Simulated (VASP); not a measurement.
Level of theory: PBE GGA, VASP's PBE PAW potentials (set 64) (plane waves; VASP).

A VASP calculation is set up with these files.

**KPOINTS**
```
Automatic mesh
0
Gamma
4 4 4
0 0 0
```

**POSCAR**
```
CaO
1
    0.0000000000     2.3724960000     2.3724960000
    2.3724960000     0.0000000000     2.3724960000
    2.3724960000     2.3724960000     0.0000000000
Ca O
1 1
Direct
  0.0000000000   0.0000000000   0.0000000000
  0.5000000000   0.5000000000   0.5000000000
```

INCAR:
```
SYSTEM = CaO
PREC = Normal; ENCUT = 500; LREAL = .FALSE.
LASPH = .TRUE.
EDIFF = 1E-8; NELM = 100; ALGO = Normal
ISMEAR = 0; SIGMA = 0.01
GGA = PE
LWAVE = .TRUE.; LCHARG = .FALSE.
```

POTCAR, in this order: Ca_sv_GW O_GW_new (PBE.64 set). Program: vasp_std.

Output of the run:

**OSZICAR**
```
       N       E                     dE             d eps       ncg     rms          rms(c)
DAV:   1     0.211655174147E+03    0.21166E+03   -0.71499E+03   192   0.133E+03
DAV:   2    -0.465173001731E+01   -0.21631E+03   -0.20204E+03   296   0.577E+02
DAV:   3    -0.213774105051E+02   -0.16726E+02   -0.16027E+02   324   0.184E+02
DAV:   4    -0.217935737179E+02   -0.41616E+00   -0.41305E+00   308   0.238E+01
DAV:   5    -0.218004893679E+02   -0.69157E-02   -0.69009E-02   256   0.279E+00    0.131E+01
DAV:   6    -0.178883943248E+02    0.39121E+01   -0.15117E+01   340   0.553E+01    0.151E+01
DAV:   7    -0.178026791802E+02    0.85715E-01   -0.83330E-01   292   0.117E+01    0.732E+00
DAV:   8    -0.177465766067E+02    0.56103E-01   -0.19518E-01   260   0.779E+00    0.178E+00
DAV:   9    -0.177441830239E+02    0.23936E-02   -0.22427E-02   336   0.303E+00    0.630E-01
DAV:  10    -0.177439973146E+02    0.18571E-03   -0.37881E-03   260   0.120E+00    0.950E-02
DAV:  11    -0.177439624893E+02    0.34825E-04   -0.66964E-04   324   0.345E-01    0.475E-02
DAV:  12    -0.177439759837E+02   -0.13494E-04   -0.78544E-05   312   0.120E-01    0.170E-02
DAV:  13    -0.177439722019E+02    0.37818E-05   -0.25331E-05   328   0.603E-02    0.127E-02
DAV:  14    -0.177439725458E+02   -0.34393E-06   -0.11015E-06   312   0.183E-02    0.347E-03
DAV:  15    -0.177439726600E+02   -0.11418E-06   -0.11937E-07   324   0.576E-03    0.164E-03
DAV:  16    -0.177439726145E+02    0.45542E-07   -0.81264E-08   360   0.336E-03    0.159E-03
DAV:  17    -0.177439726092E+02    0.53324E-08   -0.22608E-09   184   0.752E-04
   1 F= -.17743973E+02 E0= -.17743973E+02  d E =-.358598E-23
```

### OUTCAR
```
------------------------ aborting loop because EDIFF is reached ----------------------------------------
  FORCE on cell =-STRESS in cart. coord.  units (eV):
  Direction    XX          YY          ZZ          XY          YZ          ZX
  --------------------------------------------------------------------------------------
  Total        0.7420709      0.7420709      0.7420709      0.0000000      0.0000000      0.0000000
  in kB       44.5153227     44.5153227     44.5153227      0.0000000      0.0000000      0.0000000
  external PRESSURE =      44.5153227 kB  Pullay stress =       0.0000000 kB
  volume of cell :       26.71
      direct lattice vectors                 reciprocal lattice vectors
     0.000000000  2.372496000  2.372496000    -0.210748511  0.210748511  0.210748511
     2.372496000  0.000000000  2.372496000     0.210748511 -0.210748511  0.210748511
     2.372496000  2.372496000  0.000000000     0.210748511  0.210748511 -0.210748511
  FREE ENERGIE OF THE ION-ELECTRON SYSTEM (eV)
  ---------------------------------------------------
  free  energy   TOTEN  =       -17.7439726092 eV

  energy  without entropy=      -17.7439726092  energy(sigma->0) =      -17.74397261
```
(Selected blocks of OUTCAR.)

The compound is CaO in the rock salt structure. This cell is one point of a volume scan, at 0.96 of the reference volume. The k-mesh is coarse (spacing up to 0.57 per Å, 2π included), so the numbers may not be converged in it.
